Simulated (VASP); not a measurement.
Crystal: RbCo3Ag.

```xyz
5
Lattice="4.2800 0.0000 0.0000 0.0000 4.2800 0.0000 0.0000 0.0000 4.2800" Properties=species:S:1:pos:R:3 pbc="T T T"
Rb    0.0000    0.0000    0.0000
Co    2.1400    0.0000    2.1400
Co    2.1400    2.1400    0.0000
Co    0.0000    2.1400    2.1400
Ag    2.1400    2.1400    2.1400
```

The cell was built by a generator and needn't be a form met in nature.

```yaml
Program: VASP 6.6.1
Task: relaxation of cell and atoms
Functional: PBE
Potentials_or_basis: VASP PAW PBE potentials, release 64 (Rb_sv, Co, Ag)
Cutoff: 600 eV
k_mesh: 6 × 6 × 6
Occupations: methfessel-paxton, width 0.2 eV
Spin: collinear spin, ferromagnetic start
Starting_moments: "[0.0, 2.0, 2.0, 2.0, 0.0] μB"
```

At the start: pressure 44.9 GPa; volume 15.68 Å³/atom.

Q: How do energy, volume and symmetry change on relaxing?

A: Over 5 steps the energy falls by 812.4 meV/atom and the volume is 24.29 Å³/atom (+54.9 %); space group Pm-3m (No. 221, to 0.05 Å); moment 6.21 μB per cell.

Step by step:
| step | energy change (eV) | largest force (eV/Å) | pressure (GPa) | volume (Å³) |
| --- | --- | --- | --- | --- |
| 1 | 0.0000 | 0.0000 | 44.87 | 78.40 |
| 2 | -3.5409 | 0.0000 | -3.05 | 139.54 |
| 3 | -4.0421 | 0.0000 | 1.52 | 116.97 |
| 4 | -4.0585 | 0.0000 | -0.60 | 123.35 |
| 5 | -4.0622 | 0.0000 | -0.03 | 121.46 |

Final structure:
```yaml
crystal:
  lattice:
    - [4.95237, 0.00000, 0.00000]
    - [0.00000, 4.95237, 0.00000]
    - [0.00000, 0.00000, 4.95237]
  atoms:
    - { symbol: Rb, position: [0.00000, 0.00000, 0.00000] }
    - { symbol: Co, position: [0.50000, 0.00000, 0.50000] }
    - { symbol: Co, position: [0.50000, 0.50000, 0.00000] }
    - { symbol: Co, position: [0.00000, 0.50000, 0.50000] }
    - { symbol: Ag, position: [0.50000, 0.50000, 0.50000] }
```

Caveat: the volume moved by over 15 % at a fixed basis, so the end points are rough.
